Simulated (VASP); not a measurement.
Given:

```
CELL_PARAMETERS angstrom
      1.79500    -3.10903     0.00000
      1.79500     3.10903     0.00000
      0.00000     0.00000     5.65000
ATOMIC_POSITIONS crystal
  Dy 0.33333 0.66667 0.25000
  Dy 0.66667 0.33333 0.75000
```

These are r2SCAN+rVV10, VASP's PBE PAW potentials (set 64) (plane waves; VASP) values and carry that method's errors. Run with 520 eV cut-off, 11×11×6 Γ-centred mesh, first-order Methfessel-Paxton smearing of 0.10 eV, potentials Dy_3.

The 4f electrons are frozen in the core of the lanthanide potential, so 4f levels, which can set the real gap, and their magnetism are missing.

Problem. The ions, cell shape and volume are relaxed. Give the cell that the relaxation ends in.

Solution. 
```
CELL_PARAMETERS angstrom
      1.81186    -3.13823     0.00000
      1.81186     3.13823     0.00000
      0.00000     0.00000     5.54253
ATOMIC_POSITIONS crystal
  Dy 0.33333 0.66667 0.25000
  Dy 0.66667 0.33333 0.75000
```
Space group P6_3/mmc (194), at a tolerance of 0.03 Å.

Problem. How do energy and volume change from the first to the last step?

Solution. The energy (σ→0) changes by -3.6 meV/atom and the volume by -0.1 %, in 5 ionic steps.

```tsv
step	E(σ→0) (eV)	max force (eV/Å)	pressure (GPa)	volume (Å³)
1	-63.4567	0.000	0.08	63.06
2	-63.4622	0.000	-0.08	63.21
3	-63.4636	0.000	-0.20	63.30
4	-63.4639	0.000	0.08	62.90
5	-63.4639	0.000	-0.02	63.03
```

The compound is Dy in the hcp structure. This run relaxes it. Symmetry was kept, so distortions that lower it aren't found.
